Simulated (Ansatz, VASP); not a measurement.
**Cross-check of InP (InP, zinc blende or diamond type, a = 5.662 A) between VASP and Ansatz**

Wanted: the spread between two codes on one cell, functional and k mesh. The cell is taken from a series of runs on this material, whose earlier steps may have relaxed, scaled, displaced or heated it; both programs get it as it stands.

Calculated with Ansatz 0.2.0; plane waves, with VASP 6.6.1 beside it; single point at PBE.

### 1. The structure

It takes space group F-43m (No. 216, cubic). The conventional cell has a = 5.662 Å, b = 5.662 Å, c = 5.662 Å, α = 90.00°, β = 90.00°, γ = 90.00°. Nearest to In lie 4 P at 2.45 Å. Nearest to P lie 4 In at 2.45 Å. Farther neighbours are not listed.

As a file:

```cif
data_structure
_symmetry_space_group_name_H-M 'F-43m'
_symmetry_Int_Tables_number 216
_cell_length_a 5.6620
_cell_length_b 5.6620
_cell_length_c 5.6620
_cell_angle_alpha 90.000
_cell_angle_beta 90.000
_cell_angle_gamma 90.000
_cell_volume 181.51
loop_
_atom_site_label
_atom_site_type_symbol
_atom_site_symmetry_multiplicity
_atom_site_Wyckoff_symbol
_atom_site_fract_x
_atom_site_fract_y
_atom_site_fract_z
_atom_site_occupancy
In1 In 4 a 0.00000 0.00000 0.00000 1
P1 P 4 c 0.75000 0.75000 0.25000 1
```

### 2. Ansatz: single point, PBE

Ansatz runs on its default PAW (the set named soft_2) files.

With cell and atoms fixed, the geometry can't cause a difference; cores, projectors, grids and the points listed under the comparison can.

input.yaml reads:

```yaml
crystal:
  lattice:
    - [4.0036385951, 0.0, 0.0]
    - [0.0, 4.0036385951, 0.0]
    - [0.0, 0.0, 5.662]
  atoms:
    - { symbol: In, position: [0.0, 0.0, 0.0] }
    - { symbol: P, position: [0.5, 0.0, 0.25] }
    - { symbol: In, position: [0.5, 0.5, 0.5] }
    - { symbol: P, position: [0.0, 0.5, 0.75] }
kpoints:
  mp_grid: { grid: [6, 6, 6] }
hamiltonian:
  xc: pbe
scf:
  occupations: { method: fixed }
  convergence: { dr2_threshold: 1.0e-09 }
output:
  transmission:
    leads: [[0, 0]]
    kpoints: [[0, 0], [0.5, 0], [0.5, 0.5], [0.25, 0]]
    e_range: [-1.92, 4.48]
    de: 0.16
```

Launch:

```console
$ ansatz run input.yaml --threads 2 --pin off --max-ram 4096MiB --backend cpu --events-out ev --progress --plain --runs-dir out
```

Numbers of over 12 decimals in the logs are rounded to 6 here.

What it wrote:

```text
Engine: ansatz 0.2.0, x86_64-unknown-linux-gnu
Pseudopotentials: kind: paw
Pseudopotential: In, paw, valence charge 13, recommended cutoff 420 eV (normal), In.paw.azcp
Pseudopotential: P, paw, valence charge 5, recommended cutoff 420 eV (normal), P.paw.azcp
Functional definition: PBE
  parameter kappa = 0.804
  parameter beta = 0.066725
  exchange = pbe_x(kappa = kappa, mu = beta*pi^2/3)
  correlation = pbe_c(beta = beta)
Crystal: 4 atoms, lattice volume = 90.757 Å³
Basis set: ecut = 420 eV, 1787 PW (Γ)
Bands: 22, of which v1, the nominal top of the filled ones, is band 18 counted from 1 (17 counted from 0)
Symmetry: 16 space group operations
Space group: F-43m (ITA 216), of the structure as read, at distance tolerance 4.5e-5 Å
k-points: 40 of 216 (time reversal used)
Non-local potential: In, projectors of the file, l = 0: 2, l = 1: 2, l = 2: 2, l = 3: 2
Non-local potential: P, projectors of the file, l = 0: 2, l = 1: 2, l = 2: 2
PAW form: soft (Blöchl's): semilocal exchange-correlation on the pseudo side does not see the compensation charge
PAW one-centre angular grid: In, 590 points (default); XC on 64 Gauss nodes
PAW one-centre angular grid: P, 110 points (default); XC on 64 Gauss nodes
Initial density: superposition of atomic densities (neutral atoms: chi_scale 0, normalization atom), corrected by the library's trained network
Initial wavefunctions: pseudopotential atomic-orbital guess
Functional: x = pbe(κ = 0.804, μ = 0.219515), c = pbe(β = 0.066725)
SCF iter   1: F=—  HF=-12707.478861 eV  |F-HF|=—  |Δ(HF+E_count)|=         —  Δρ=1.58e-3  dr2=4.56e-3  ethr=1.77e-3  ⟨swp⟩=5.1  Hψ=3966  notcnv=0  defer=71
preconditioner: auto → Resta (q_TF=auto, 2.339 Å⁻¹)  ε∞=3.9  [insulator: Δε(μ)=1.261 eV  Ē_g=13.708 eV  n_scr=20 (ndim 8)  ℏωp=23.4 eV  f_vac=0.006  ε∞_Penn≈3.9]
SCF iter   2: F=—  HF=-12707.477132 eV  |F-HF|=—  |Δ(HF+E_count)|=   1.73e-3  Δρ=7.18e-4  dr2=8.25e-4  ethr=1.27e-5  ⟨swp⟩=2.9  Hψ=2117  notcnv=0  defer=80
SCF iter   3: F=—  HF=-12707.477063 eV  |F-HF|=—  |Δ(HF+E_count)|=   6.99e-5  Δρ=2.32e-4  dr2=8.59e-5  ethr=2.29e-6  ⟨swp⟩=2.1  Hψ=1221  notcnv=0  defer=80
SCF iter   4: F=—  HF=-12707.477098 eV  |F-HF|=—  |Δ(HF+E_count)|=   3.56e-5  Δρ=8.81e-5  dr2=1.22e-5  ethr=2.39e-7  ⟨swp⟩=2.3  Hψ=1309  notcnv=0  defer=72
SCF iter   5: F=—  HF=-12707.477115 eV  |F-HF|=—  |Δ(HF+E_count)|=   1.70e-5  Δρ=1.89e-5  dr2=3.55e-7  ethr=3.38e-8  ⟨swp⟩=2.0  Hψ=1233  notcnv=0  defer=71
SCF iter   6: F=—  HF=-12707.477113 eV  |F-HF|=—  |Δ(HF+E_count)|=   2.51e-6  Δρ=3.41e-6  dr2=9.93e-9  ethr=9.87e-10  ⟨swp⟩=2.5  Hψ=1386  notcnv=0  defer=65
SCF iter   7: F=-12707.477113 eV  HF=-12707.477113 eV  |F-HF|=4.17e-10  |Δ(HF+E_count)|=   1.92e-8  Δρ=6.42e-7  dr2=5.13e-10  ethr=2.78e-12  ⟨swp⟩=7.6  Hψ=4124  notcnv=0
SCF 1 converged in 7 iterations: F = -12707.477113 eV  dr2 = 5.13e-10
  greatest PAW one-centre occupation: 0.980 electrons in one spin orbital (limit 2), on the In atom at site 2 (counted from 0), in its partial waves of l = 2
transmission: 12 of 48 steps passed
transmission: 24 of 48 steps passed
transmission: 36 of 48 steps passed
transmission: 48 of 48 steps passed
SCF converged after 7 iterations
Free energy (F): -12707.477113 eV
Harris-Foulkes:  -12707.477113 eV  (|F-HF|=4.17e-10)
Internal energy: -12707.477113 eV  (E = F + TS)
E sigma→0 (E₀):  -12707.477113 eV
Fermi energy:    8.398161 eV
--- Per-component energies (eV) ---
  E_band       = -64.117056
  E_kinetic    = 634.912971
  E_local      = -2669.895577  (includes V_loc(G=0)·N_el)
  E_nonlocal   = 804.018028
  E_hartree    = 1057.964945
  E_xc         = -556.647014
  E_vxc        = -324.341605  (∫ρ·V_xc dr)
  E_paw        = -9450.606480  (= ΣΔE_a)
  E_vpaw       = -624.739827  (= ΣTr[D̂ρ^β])
  E_aug_tail   = 0.000057  (compensation charges beyond the density's cutoff)
  E_ewald      = -2527.224043
  E_smearing   = -0.000000  (= −TS)
  E_closure    = 0.000000  (closes the sum)
  Σ components = -12707.477113   (vs F -12707.477113, Δ=0.00e0)
--- Band table (eV; the first three rows and the last of 40) ---
  k-point 0: bands = [... 14 lower, 5.6999, 8.3973, 8.3982, 8.3982, 9.6691, 9.9649, 10.6251, 12.4582]
  k-point 1: bands = [... 14 lower, 5.8235, 7.5501, 8.0913, 8.0913, 10.0358, 10.4912, 10.8172, 12.1149]
  k-point 2: bands = [... 14 lower, 6.1832, 6.2864, 7.4313, 7.4313, 10.2896, 11.3075, 11.4163, 11.5184]
  k-point 39: bands = [... 14 lower, 4.9824, 4.9824, 4.9825, 4.9825, 12.6777, 12.6777, 13.1817, 13.1817]
--- Transmission ---
  basis      : 137 plane waves across, 12 finite elements along
  points     : 4, as listed
  energies   : 41 from -1.920000 to 4.480000 eV about the Fermi level, 0.160000 eV apart; the leads are filled to 0.635460 eV, and channels, transmission and decay are at 0.640000 eV
  crystal 0  : P2In2, at the sites [0, 0], period 5.6620 Å: whole cells are its period
    offset         : up to 0.0000 Å between an atom of the period and one for which it stands
    channels       : 0.000000e0 a spin
    conductance    : none, the energies end too early or step too widely for 300 K: set another output.transmission.e_range or a lower de, or, where they end at an eighth of basis.ecutwfc, a higher one
    slowest decay  : 0.0877 /Å at (0.0000, 0.0000)
```

Reading the cycles: dr2 is the Hartree energy of the density residual (eV), the measure of convergence; HF is the Harris–Foulkes estimate of the energy, which meets the free energy F at convergence.

### 3. VASP: single point, PBE

The same cell, functional and mesh now go to VASP, with its own data sets.

Lines of VASP's logs that name or quote its potential files are left out, and so is its time.

INCAR reads:

```
SYSTEM = InP
PREC = Accurate
ENCUT = 400
EDIFF = 1E-06
NELM = 120
ISMEAR = 0
SIGMA = 0.01
LREAL = .FALSE.
ALGO = Normal
GGA = PE
NBANDS = 24
LORBIT = 11
LWAVE = .FALSE.
LCHARG = .FALSE.
ISIF = 2
LASPH = .TRUE.
GGA_COMPAT = .FALSE.
EFERMI = MIDGAP
```

POSCAR reads:

```
InP
1.0
    4.0036385951      0.0000000000      0.0000000000
    0.0000000000      4.0036385951      0.0000000000
    0.0000000000      0.0000000000      5.6620000000
In P
2 2
Direct
    0.0000000000      0.0000000000      0.0000000000
    0.5000000000      0.5000000000      0.5000000000
    0.5000000000      0.0000000000      0.2500000000
    0.0000000000      0.5000000000      0.7500000000
```

KPOINTS reads:

```
Automatic mesh
0
Gamma
6 6 6
0 0 0
```

The projector-augmented-wave data sets are In_d and P (PBE family, release 64).

Launch:

```console
$ mpirun -np 1 vasp_std
```

What it wrote:

```text
[banner, memory and clock lines left out]
running    1 mpi-ranks, on    1 nodes
 distrk:  each k-point on    1 cores,    1 groups
 distr:  one band on    1 cores,    1 groups

 POSCAR found type information on POSCAR InP
 POSCAR found :  2 types and       4 ions
 LDA part: xc-table for (Slater+PW92), standard interpolation
 POSCAR, INCAR and KPOINTS ok, starting setup
 FFT: planning ... GRIDC
 FFT: planning ... GRID_SOFT
 FFT: planning ... GRID
 WAVECAR not read
 entering main loop
       N       E                     dE             d eps       ncg     rms          rms(c)
DAV:   1     0.278675121720E+03    0.27868E+03   -0.14480E+04  1920   0.148E+03
DAV:   2     0.866024211026E+01   -0.27001E+03   -0.26309E+03  2032   0.376E+02
DAV:   3    -0.163282759734E+02   -0.24989E+02   -0.24841E+02  2448   0.134E+02
DAV:   4    -0.171808691250E+02   -0.85259E+00   -0.85186E+00  2336   0.263E+01
DAV:   5    -0.172313962864E+02   -0.50527E-01   -0.50525E-01  3096   0.535E+00    0.960E+00
DAV:   6    -0.163518720592E+02    0.87952E+00   -0.17017E+00  2640   0.193E+01    0.558E+00
DAV:   7    -0.162821254989E+02    0.69747E-01   -0.81645E-01  3008   0.610E+00    0.189E+00
DAV:   8    -0.162783712889E+02    0.37542E-02   -0.10495E-01  2944   0.408E+00    0.759E-01
DAV:   9    -0.162779759868E+02    0.39530E-03   -0.14335E-02  2736   0.212E+00    0.303E-01
DAV:  10    -0.162780307573E+02   -0.54770E-04   -0.14043E-03  2880   0.448E-01    0.167E-01
DAV:  11    -0.162781445097E+02   -0.11375E-03   -0.67234E-04  2800   0.233E-01    0.203E-01
DAV:  12    -0.162781480401E+02   -0.35304E-05   -0.77801E-05  2360   0.570E-02    0.586E-02
DAV:  13    -0.162781483348E+02   -0.29467E-06   -0.33158E-06  2112   0.110E-02
   1 F= -.16278148E+02 E0= -.16278148E+02  d E =0.000000E+00
```

Parts of OUTCAR (step 3):

```text
ion  position               nearest neighbor table
   1  0.000  0.000  0.000-   3 2.45   4 2.45   4 2.45   3 2.45   2 4.00   2 4.00   2 4.00   2 4.00
                             2 4.00   2 4.00   2 4.00   2 4.00
   2  0.500  0.500  0.500-   3 2.45   4 2.45   3 2.45   4 2.45   1 4.00   1 4.00   1 4.00   1 4.00
                             1 4.00   1 4.00   1 4.00   1 4.00
   3  0.500  0.000  0.250-   1 2.45   2 2.45   2 2.45   1 2.45
   4  0.000  0.500  0.750-   1 2.45   2 2.45   1 2.45   2 2.45

  LATTYP: Found a simple tetragonal cell.
 ALAT       =     4.0036385951
 C/A-ratio  =     1.4142135624

 Subroutine GETGRP returns: Found  8 space group operations
 (whereof  8 operations were pure point group operations)

The static configuration has the point symmetry D_2d.

 Found     40 irreducible k-points:

   k-points           NKPTS =     40   k-points in BZ     NKDIM =     40   number of bands    NBANDS=     24

   dimension x,y,z NGX =    28 NGY =   28 NGZ =   40
   dimension x,y,z NGXF=    56 NGYF=   56 NGZF=   80

   ENCUT  =  400.0 eV  29.40 Ry    5.42 a.u.   6.53  6.53  9.23*2*pi/ulx,y,z

   NELECT =      36.0000    total number of electrons

 k-points in reciprocal lattice and weights: Automatic mesh
   0.00000000  0.00000000  0.00000000       0.005
   0.16666667  0.00000000  0.00000000       0.019
   0.33333333  0.00000000  0.00000000       0.019
   0.50000000  0.00000000  0.00000000       0.009
   0.16666667  0.16666667  0.00000000       0.019
   0.33333333  0.16666667  0.00000000       0.037
   0.50000000  0.16666667  0.00000000       0.019
   0.33333333  0.33333333  0.00000000       0.019
   0.50000000  0.33333333  0.00000000       0.019
[...]
0.50000000  0.33333333  0.50000000       0.019
   0.50000000  0.50000000  0.50000000       0.005

 average (electrostatic) potential at core
       1 -94.5995       2 -94.5995       3 -81.6296       4 -81.6296

 E-fermi :   7.0337

 k-point     1 :       0.0000    0.0000    0.0000
  band No.  band energies     occupation
    ...
     14       3.7017      2.00000
     15       3.7017      2.00000
     16       6.3989      2.00000
     17       6.3997      2.00000
     18       6.3997      2.00000
     19       7.6676      0.00000
     20       7.9630      0.00000
     21       8.6237      0.00000
     22      10.4628      0.00000
     23      10.4628      0.00000
    ...

 k-point     2 :       0.1667    0.0000    0.0000
  band No.  band energies     occupation
    ...
     14       2.9464      2.00000
     15       3.9021      2.00000
     16       4.7986      2.00000
     17       5.7691      2.00000
     18       6.2838      2.00000
     19       8.4123      0.00000
     20       8.6970      0.00000
     21       9.8036      0.00000
     22      10.4596      0.00000
     23      10.6776      0.00000
    ...

 k-point     3 :       0.3333    0.0000    0.0000
  band No.  band energies     occupation
    ...
     14       2.4739      2.00000
     15       2.8360      2.00000
     16       4.4068      2.00000
     17       4.4531      2.00000
     18       5.8810      2.00000
     19       8.9886      0.00000
     20       9.4868      0.00000
     21      10.9889      0.00000
     22      11.2690      0.00000
     23      11.7352      0.00000
    ...

  Total        7.3530122      7.3530122      7.2976743      0.0000000      0.0000000      0.0000000
  in kB      129.8064486    129.8064486    128.8295418      0.0000000      0.0000000      0.0000000
  external PRESSURE =     129.4808130 kB  Pullay stress =       0.0000000 kB

  energy-cutoff  :      400.00
  volume of cell :       90.76
      direct lattice vectors                 reciprocal lattice vectors
     4.003638595  0.000000000  0.000000000     0.249772794  0.000000000  0.000000000
     0.000000000  4.003638595  0.000000000     0.000000000  0.249772794  0.000000000
     0.000000000  0.000000000  5.662000000     0.000000000  0.000000000  0.176616037

 POSITION                                       TOTAL-FORCE (eV/Angst)
 -----------------------------------------------------------------------------------
      0.00000      0.00000      0.00000         0.000000     -0.000000      0.000000
      2.00182      2.00182      2.83100        -0.000000      0.000000     -0.000000
      2.00182      0.00000      1.41550         0.000000     -0.000000      0.000000
      0.00000      2.00182      4.24650         0.000000     -0.000000      0.000000
 -----------------------------------------------------------------------------------
    total drift:                                0.000000      0.000000      0.000000

  FREE ENERGIE OF THE ION-ELECTRON SYSTEM (eV)
  ---------------------------------------------------
  free  energy   TOTEN  =       -16.2781483348 eV

  energy  without entropy=      -16.2781483348  energy(sigma->0) =      -16.27814833

 total charge
# of ion       s       p       d       tot
------------------------------------------
    1        0.840   0.886   9.919  11.644
    2        0.840   0.886   9.919  11.644
    3        1.024   1.564   0.000   2.589
    4        1.024   1.564   0.000   2.589
--------------------------------------------------
tot          3.727   4.901  19.838  28.466

[... 3 further parts left out ...]
```

The run ends at a pressure of 12.95 GPa.

### 4. Differences

Known differences besides the potentials themselves: fixed occupations in Ansatz, narrow Gaussian smearing in VASP; the cutoff is 420 eV in Ansatz and 400 eV in VASP. Total energies have different zeros and are not compared.

Both answers:

```csv
quantity,Ansatz,VASP,difference
gap on the k mesh (eV),1.271,1.268,+0.003
```

A gap on the mesh is an upper bound, since the band edges may lie between its points.

### 5. What came out

- difference in gap on the k mesh (single point, PBE): 0.0030 eV

**Reading.** The difference in gap on the k mesh is 0.0030 eV (single point, PBE), within the 0.08 eV picked in this series as the mark of a large difference. Such differences can come from data sets, numerical settings and the points named under the comparisons, not from the functional's error against experiment.

[Lines on the potential files, build, host, timing and source positions are cut from VASP's logs without a mark.]

[Logs are printed without paths, hosts, clocks, repeated set-up lines and the standing remarks that a program may print on its own settings, such as how far it seeks lower states.]

[Hosts, paths, dates, database ids (printed as entryN), source tags and the programs' standing remarks are cut or masked in the printed files.]
